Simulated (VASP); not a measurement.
# AlCl (Fm-3m) in VASP: further runs, part 2 of 2

VASP 6.6.1. Earlier steps stand in the parts before.

### Step 4. Relaxation of cell and atoms, PW91

The input, INCAR:

```
PREC = Accurate
ENCUT = 600
EDIFF = 1E-6
ISMEAR = -1
SIGMA = 0.05
LREAL = False
LASPH = True
NELM = 80
ALGO = Normal
ISIF = 3
LWAVE = False
LCHARG = False
GGA = 91
IBRION = 2
NSW = 40
EDIFFG = -0.005
```

The input, KPOINTS:

```
Automatic mesh
0
Gamma
  8 8 8
```

The input, POSCAR:

```
AlCl
1.0
    0.0000000000      2.8486347600      2.8486347600
    2.8486347600      0.0000000000      2.8486347600
    2.8486347600      2.8486347600      0.0000000000
Al Cl
1 1
Direct
    0.5000000000      0.5000000000      0.5000000000
    0.0000000000      0.0000000000      0.0000000000
```

Started as:

```bash
$ cat potpaw_PBE.64/Al/POTCAR potpaw_PBE.64/Cl/POTCAR > POTCAR
$ mpirun -np 1 vasp_std > vasp.out
```

Wall time 12 s (1 thread of Intel Xeon 6975P-C (Granite Rapids), shared host); peak memory 0.17 GiB.

Results (log left out):

| Quantity | Value |
| --- | --- |
| Free energy | -6.1307 eV |
| Relaxed volume | 28.10 Å³/atom |
| Relaxed cell | a = 4.299 Å, b = 4.299 Å, c = 4.299 Å, α = 60.00°, β = 60.00°, γ = 60.00° |
| Space group after relaxing (to 0.05 Å) | Fm-3m (No. 225) |
| Energy gained by relaxing | 77.0 meV/atom |
| Ionic steps | 4 |
| Pressure after relaxing | 0.0 GPa |
| Band gap on the k mesh | 0.60 eV, direct |

The path:
| step | energy change (eV) | largest force (eV/Å) | pressure (GPa) | volume (Å³) |
| --- | --- | --- | --- | --- |
| 1 | 0.0000 | 0.0000 | 5.71 | 46.23 |
| 2 | -0.1298 | 0.0000 | 1.93 | 51.97 |
| 3 | -0.1537 | 0.0000 | 0.20 | 55.71 |
| 4 | -0.1541 | 0.0000 | 0.01 | 56.20 |

Final structure:
```cif
data_structure
_symmetry_space_group_name_H-M 'P 1'
_symmetry_Int_Tables_number 1
_cell_length_a 4.2994
_cell_length_b 4.2994
_cell_length_c 4.2994
_cell_angle_alpha 60.000
_cell_angle_beta 60.000
_cell_angle_gamma 60.000
_cell_volume 56.20
loop_
_atom_site_label
_atom_site_type_symbol
_atom_site_fract_x
_atom_site_fract_y
_atom_site_fract_z
_atom_site_occupancy
Al1 Al 0.50000 0.50000 0.50000 1
Cl1 Cl 0.00000 0.00000 0.00000 1
```

Levels at points of the mesh, in eV from the valence-band top:
| k point | band 1 | band 2 | band 3 | band 4 | band 5 | band 6 | band 7 | band 8 | band 9 |
| --- | --- | --- | --- | --- | --- | --- | --- | --- | --- |
| (0.00, 0.00, 0.00) | -15.89 | -3.77 | -3.71 | -3.71 | -3.71 | 4.94 | 4.94 | 4.94 | 6.09 |
| (0.50, 0.00, 0.00) | -15.67 | -6.22 | -3.81 | -3.81 | 0.00 | 0.60 | 2.74 | 2.74 | 7.31 |
| (0.50, 0.50, 0.00) | -15.61 | -5.30 | -4.31 | -4.31 | -3.01 | 3.63 | 3.67 | 4.58 | 4.58 |

Caveat: the volume moved by over 15 % at a fixed basis, so the end points are rough; the PAW data sets were made with another functional, which shifts forces and pressure a little.

### Step 5. Relaxation of cell and atoms, r2SCAN

INCAR: that of step 4 with these lines changed.

```diff
@@ -12,3 +12,4 @@
 LCHARG = False
-GGA = 91
+METAGGA = R2SCAN
+LMIXTAU = True
 IBRION = 2
```

KPOINTS is that of step 4.

POSCAR is that of step 4.

Potentials or basis: VASP PAW PBE potentials, release 64 (Al, Cl).

Started as:

```bash
$ cat potpaw_PBE.64/Al/POTCAR potpaw_PBE.64/Cl/POTCAR > POTCAR
$ mpirun -np 1 vasp_std > vasp.out
```

OUTCAR:

```text
PREC = Accurate
   ENCUT = 600
   EDIFF = 1E-6
   ISMEAR = -1
   LREAL = False
   LASPH = True
   NELM = 80
   ISIF = 3
   METAGGA = R2SCAN
   IBRION = 2
   NSW = 40
   EDIFFG = -0.005

 ion  position               nearest neighbor table
   1  0.500  0.500  0.500-   2 2.85   2 2.85   2 2.85   2 2.85   2 2.85   2 2.85
   2  0.000  0.000  0.000-   1 2.85   1 2.85   1 2.85   1 2.85   1 2.85   1 2.85

  LATTYP: Found a face centered cubic cell.
 ALAT       =     5.6972695200

  Lattice vectors:

 A1 = (   0.0000000000,   2.8486347600,   2.8486347600)
 A2 = (   2.8486347600,   0.0000000000,   2.8486347600)
 A3 = (   2.8486347600,   2.8486347600,   0.0000000000)

Analysis of symmetry for initial positions (statically):
=====================================================================
 Subroutine PRICEL returns:
 Original cell was already a primitive cell.

 Routine SETGRP: Setting up the symmetry group for a
 face centered cubic supercell.

 Subroutine GETGRP returns: Found 48 space group operations
 (whereof 48 operations were pure point group operations)
 out of a pool of 48 trial point group operations.

The static configuration has the point symmetry O_h .

Analysis of symmetry for dynamics (positions and initial velocities):
=====================================================================
 Subroutine PRICEL returns:
 Original cell was already a primitive cell.
[... 266 lines left out ...]

 number of electron       9.9999999 magnetization

 Free energy of the ion-electron system (eV)
  ---------------------------------------------------
  ext. energy  EPLUGINS =         0.00000000
  ---------------------------------------------------
  free energy    TOTEN  =       -13.21504927 eV

  energy without entropy =      -13.21503981  energy(sigma->0) =      -13.21504454

 E-fermi :   3.2303     XC(G=0):  -8.4540

 val. band max:        2.8696400190   @ k =   0.5000   0.0000   0.0000
 cond. band min:       3.5909527875   @ k =   0.5000   0.0000   0.0000
 fundamental gap:      0.7213127686
 Fermi energy:         3.2302907307

 k-point     1 :       0.0000    0.0000    0.0000
  band No.  band energies     occupation
      1     -13.9048      2.00000
      2      -1.1480      2.00000
      3      -1.1480      2.00000
      4      -1.1480      2.00000
      5      -0.9978      2.00000
      6       8.0324      0.00000
      7       8.0324      0.00000
      8       8.0324      0.00000
      9       9.3476      0.00000
[... 265 lines left out ...]
 k-point    24 :      -0.3750    0.2500    0.1250
  band No.  band energies     occupation
      1     -13.6500      2.00000
      2      -3.3155      2.00000
      3      -1.8289      2.00000
      4      -1.4807      2.00000
      5       1.8926      2.00000
      6       4.5590      0.00000
      7       6.2046      0.00000
      8       6.3075      0.00000
      9      10.6979      0.00000

 [... further k-points ...]

------------------------ aborting loop because EDIFF is reached ----------------------------------------

  FORCE on cell =-STRESS in cart. coord.  units (eV):
  Direction    XX          YY          ZZ          XY          YZ          ZX
  --------------------------------------------------------------------------------------
  -------------------------------------------------------------------------------------
  Total        0.0092382      0.0092382      0.0092382     -0.0000000      0.0000000     -0.0000000
  in kB        0.2622188      0.2622188      0.2622188     -0.0000000      0.0000000     -0.0000000
  external PRESSURE =       0.2622188 kB  Pullay stress =       0.0000000 kB
[... 17 lines left out ...]
  FREE ENERGIE OF THE ION-ELECTRON SYSTEM (eV)
  ---------------------------------------------------
  free  energy   TOTEN  =       -13.2150492675 eV

  energy  without entropy=      -13.2150398107  energy(sigma->0) =      -13.21504454

 reached required accuracy - stopping structural energy minimisation
```

Wall time 60 s (1 thread of Intel Xeon 6975P-C (Granite Rapids), shared host); peak memory 0.19 GiB.

Results:

* Free energy: -13.2150 eV
* Relaxed volume: 28.22 Å³/atom
* Relaxed cell: a = 4.306 Å, b = 4.306 Å, c = 4.306 Å, α = 60.00°, β = 60.00°, γ = 60.00°
* Space group after relaxing (to 0.05 Å): Fm-3m (No. 225)
* Energy gained by relaxing: 81.3 meV/atom
* Ionic steps: 4
* Pressure after relaxing: 0.0 GPa
* Band gap on the k mesh: 0.72 eV, direct

The path:
```
step  energy change (eV)  largest force (eV/Å)  pressure (GPa)  volume (Å³)
   1              0.0000                0.0000            5.89        46.23
   2             -0.1373                0.0000            1.99        52.15
   3             -0.1623                0.0000            0.18        56.03
   4             -0.1626                0.0000            0.03        56.45
```

Final structure:
```
Al Cl
1.0
     0.00000    3.04463    3.04463
     3.04463    0.00000    3.04463
     3.04463    3.04463    0.00000
Al Cl
1 1
Direct
  0.50000 0.50000 0.50000
  0.00000 0.00000 0.00000
```

Levels at points of the mesh, in eV from the valence-band top:
```csv
k point,band 1,band 2,band 3,band 4,band 5,band 6,band 7,band 8,band 9
"(0.00, 0.00, 0.00)",-16.77,-4.02,-4.02,-4.02,-3.87,5.16,5.16,5.16,6.48
"(0.50, 0.00, 0.00)",-16.55,-6.56,-4.11,-4.11,0.00,0.72,2.88,2.88,7.66
"(0.50, 0.50, 0.00)",-16.49,-5.60,-4.62,-4.62,-3.13,3.87,3.87,4.82,4.82
```

Caveat: the volume moved by over 15 % at a fixed basis, so the end points are rough; the PAW data sets were made with another functional, which shifts forces and pressure a little. A k mesh can miss the band edges.

### Step 6. Relaxation of cell and atoms, SCAN

INCAR: that of step 5 with these lines changed.

```diff
@@ -12,3 +12,3 @@
 LCHARG = False
-METAGGA = R2SCAN
+METAGGA = SCAN
 LMIXTAU = True
```

KPOINTS is that of step 5.

POSCAR is that of step 5.

Potentials or basis: VASP PAW PBE potentials, release 64 (Al, Cl).

Started as:

```bash
$ cat potpaw_PBE.64/Al/POTCAR potpaw_PBE.64/Cl/POTCAR > POTCAR
$ mpirun -np 1 vasp_std > vasp.out
```

Wall time 79 s (1 thread of Intel Xeon 6975P-C (Granite Rapids), shared host); peak memory 0.19 GiB.

The run converged. Its results:

```
Free energy                            : -16.1119 eV
Relaxed volume                         : 27.47 Å³/atom
Relaxed cell                           : a = 4.267 Å, b = 4.267 Å, c = 4.267 Å, α = 60.00°, β = 60.00°, γ = 60.00°
Space group after relaxing (to 0.05 Å) : Fm-3m (No. 225)
Energy gained by relaxing              : 55.6 meV/atom
Ionic steps                            : 4
Pressure after relaxing                : 0.0 GPa
Band gap on the k mesh                 : 0.54 eV, direct
```

The path:
```
step  energy change (eV)  largest force (eV/Å)  pressure (GPa)  volume (Å³)
   1              0.0000                0.0000            4.75        46.23
   2             -0.0905                0.0000            1.72        50.97
   3             -0.1105                0.0000            0.26        54.29
   4             -0.1111                0.0000            0.03        54.94
```

Final structure:
```
Al Cl
1.0
     0.00000    3.01734    3.01734
     3.01734    0.00000    3.01734
     3.01734    3.01734    0.00000
Al Cl
1 1
Direct
  0.50000 0.50000 0.50000
  0.00000 0.00000 0.00000
```

Levels at points of the mesh, in eV from the valence-band top:
| k point | band 2 | band 3 | band 4 | band 5 | band 6 | band 7 | band 8 | band 9 |
| --- | --- | --- | --- | --- | --- | --- | --- | --- |
| (0.00, 0.00, 0.00) | -4.26 | -4.26 | -4.26 | -3.96 | 5.13 | 5.13 | 5.13 | 6.25 |
| (0.50, 0.00, 0.00) | -6.83 | -4.36 | -4.36 | 0.00 | 0.54 | 2.74 | 2.74 | 7.49 |
| (0.50, 0.50, 0.00) | -5.91 | -4.89 | -4.89 | -3.21 | 3.59 | 3.80 | 4.78 | 4.78 |

Caveat: the volume moved by over 15 % at a fixed basis, so the end points are rough; the PAW data sets were made with another functional, which shifts forces and pressure a little. A k mesh can miss the band edges.

### Step 7. The runs side by side

```csv
level,gap on the mesh (eV),pressure (GPa),relaxed volume (Å³/atom)
BLYP,1.37,0.0,31.59
AM05,0.27,0.0,26.88
PW91,0.60,0.0,28.10
r2SCAN,0.72,0.0,28.22
SCAN,0.54,0.0,27.47
```

Alike in all rows: task relaxation of cell and atoms; potentials or basis VASP PAW PBE potentials, release 64 (Al, Cl); no spin polarisation; cell relaxed; k mesh 8 × 8 × 8; cutoff (eV) 600; smearing fermi-dirac 0.05 eV.

Caveats: the volume moved by over 15 % at a fixed basis, so the end points are rough; the PAW data sets were made with another functional, which shifts forces and pressure a little.

Total energies depend on the potentials used, so only differences within one code and one set of settings carry meaning.
